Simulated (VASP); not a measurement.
Here is the system:

```yaml
crystal:
  lattice:
    - [-1.98448, 1.98448, 1.98448]
    - [1.98448, -1.98448, 1.98448]
    - [1.98448, 1.98448, -1.98448]
  atoms:
    - { symbol: Y, position: [0.00000, 0.00000, 0.00000] }
```

The numbers are results of PBEsol GGA, VASP's PBE PAW potentials (set 64) (plane waves; VASP 6.6.1), not measurements. Numerical set-up: 400 eV cut-off, Gaussian smearing of 0.050 eV, potentials Y_sv.

Task: Give the energies of bands 5 to 8 at the high-symmetry points, in eV from the Fermi level.

Result: 
| band | Γ | H | N | P |
|---|---|---|---|---|
| 5 | -4.92 | -1.60 | -2.11 | -0.18 |
| 6 | 1.68 | -1.60 | 0.11 | -0.18 |
| 7 | 1.68 | 5.55 | 0.90 | -0.18 |
| 8 | 1.68 | 5.56 | 3.67 | 4.47 |

It has no gap at this level: it comes out as a metal or semimetal.

The structure was generated: Y was put into the bcc type (Im-3m), which need not be its known phase. It was relaxed first, which changed the volume by -5 %.
